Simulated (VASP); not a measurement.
Set up this calculation in VASP 6.6.1, as the native input.

- Task: single point
- Functional: PBE
- Potentials or basis: VASP PAW PBE potentials, release 64 (Be, F, Rh_pv, Rb_sv)
- Cutoff: 520 eV
- k mesh: 5 × 5 × 5
- Occupations: fermi-dirac, width 0.05 eV
- Spin: no spin polarisation
- Dipole correction: no
- Further INCAR settings: ALGO = Normal; EDIFF = 1e-06; NBANDS = 50

The structure of Rb2BeRhF6 lies in POSCAR:

```
Rb2BeRhF6
1.0
    0.0000000000      4.1833690000      4.1833690000
    4.1833690000      0.0000000000      4.1833690000
    4.1833690000      4.1833690000      0.0000000000
Be F Rh Rb
1 6 1 2
Direct
    0.5000000000      0.5000000000      0.5000000000
    0.7760000000      0.2240000000      0.2240000000
    0.2240000000      0.7760000000      0.2240000000
    0.2240000000      0.7760000000      0.7760000000
    0.7760000000      0.2240000000      0.7760000000
    0.2240000000      0.2240000000      0.7760000000
    0.7760000000      0.7760000000      0.2240000000
    0.0000000000      0.0000000000      0.0000000000
    0.2500000000      0.2500000000      0.2500000000
    0.7500000000      0.7500000000      0.7500000000
```

The cell was built by a generator and needn't be a form met in nature.

These files were run (other wordings do the same):

INCAR

```
SYSTEM = Rb2BeRhF6
PREC = Accurate ; ENCUT = 520
EDIFF = 1E-6 ; ISMEAR = -1
SIGMA = 0.05 ; LREAL = .FALSE.
LASPH = .TRUE. ; NELM = 80
ALGO = Normal ; ISIF = 2
LWAVE = .FALSE. ; LCHARG = .FALSE.
GGA = PE ; NBANDS = 50
```

KPOINTS

```
Automatic mesh
0
G
  5 5 5
  0 0 0
```

Potentials or basis: VASP PAW PBE potentials, release 64 (Be, F, Rh_pv, Rb_sv).

Launch:

```bash
$ cat potpaw_PBE.64/Be/POTCAR potpaw_PBE.64/F/POTCAR potpaw_PBE.64/Rh_pv/POTCAR potpaw_PBE.64/Rb_sv/POTCAR > POTCAR
$ mpirun -np 1 vasp_std > vasp.out
```

It gave:

The pressure is 13.6 GPa and the largest force is 4.231 eV/Å. The band gap on the k mesh is none (metal or under the smearing width).

Caveat: an odd number of electrons without spin polarisation forces a metal; a magnetic or distorted state may lie lower.

Run time: 43 s on 1 thread of Intel(R) Xeon(R) 6975P-C (Granite Rapids), with other jobs on the host, peak memory 0.35 GiB.
